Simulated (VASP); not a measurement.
OSZICAR of a VASP run on La (space group P6_3/mmc):

OSZICAR:
```
       N       E                     dE             d eps       ncg     rms          rms(c)
DAV:   1     0.499955638868E+03    0.49996E+03   -0.10849E+04   848   0.146E+03
DAV:   2     0.806834329757E+02   -0.41927E+03   -0.41545E+03  1232   0.432E+02
DAV:   3    -0.620953522379E+01   -0.86893E+02   -0.85994E+02  1496   0.240E+02
DAV:   4    -0.175710523260E+02   -0.11362E+02   -0.10984E+02  1536   0.844E+01
DAV:   5    -0.193549055851E+02   -0.17839E+01   -0.17396E+01  1664   0.305E+01    0.481E+00
DAV:   6    -0.195632740373E+02   -0.20837E+00   -0.23536E+00  1592   0.114E+01    0.241E+00
DAV:   7    -0.195822288961E+02   -0.18955E-01   -0.31785E-01  1640   0.378E+00    0.592E-01
DAV:   8    -0.195879499372E+02   -0.57210E-02   -0.45256E-02  1616   0.127E+00    0.103E-01
DAV:   9    -0.195890606313E+02   -0.11107E-02   -0.75103E-03  1624   0.467E-01    0.766E-02
DAV:  10    -0.195893866490E+02   -0.32602E-03   -0.21455E-03  1448   0.244E-01    0.200E-02
DAV:  11    -0.195894370225E+02   -0.50374E-04   -0.38664E-04  1304   0.107E-01    0.130E-02
DAV:  12    -0.195894495957E+02   -0.12573E-04   -0.92236E-05  1280   0.394E-02    0.886E-03
DAV:  13    -0.195894520532E+02   -0.24575E-05   -0.29332E-05  1208   0.280E-02    0.306E-03
DAV:  14    -0.195894527105E+02   -0.65723E-06   -0.82656E-06   896   0.181E-02
   1 F= -.19589453E+02 E0= -.19563727E+02  d E =-.514512E-01
```

### Question
Which electronic solver shows in the log?

### Answer
It is blocked Davidson (ALGO = Normal, or the opening steps of other solvers). The INCAR had ALGO = Normal.

### Question
Can the final energy be trusted as converged?

### Answer
Self-consistency was reached. It stopped with EDIFF = 1E-6, NELM = 100 (PBE GGA, plane waves, VASP's PBE PAW potentials (set 64)).

The structure is a typed La crystal. The cell was not relaxed at this level.
